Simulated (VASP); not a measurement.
Crystal: GaSb.

```
Ga Sb
1.0
     0.00000    3.05900    3.05900
     3.05900    0.00000    3.05900
     3.05900    3.05900    0.00000
Ga Sb
1 1
Direct
  0.00000 0.00000 0.00000
  0.25000 0.25000 0.25000
```

* Program: VASP 6.6.1
* Task: relaxation of cell and atoms
* Functional: LDA
* Potentials or basis: VASP PAW LDA potentials, release 64 (Ga_d, Sb)
* Cutoff: 600 eV
* k mesh: 10 × 10 × 10
* Occupations: gaussian, width 0.03 eV
* Spin: no spin polarisation

At the start: pressure -1.6 GPa; volume 28.62 Å³/atom.

**Question.** How do energy, volume and symmetry change on relaxing?

**Answer.** Over 3 steps the energy falls by 4.4 meV/atom and the volume is 27.75 Å³/atom (-3.0 %); space group F-43m (No. 216, to 0.05 Å).

The path:
```csv
step,energy change (eV),largest force (eV/Å),pressure (GPa),volume (Å³)
1,0.0000,0.0000,-1.59,57.25
2,-0.0078,0.0000,0.58,54.93
3,-0.0088,0.0000,-0.01,55.51
```

Final structure:
```
Ga Sb
1.0
     0.00000    3.02767    3.02767
     3.02767    0.00000    3.02767
     3.02767    3.02767    0.00000
Ga Sb
1 1
Direct
  0.00000 0.00000 0.00000
  0.25000 0.25000 0.25000
```
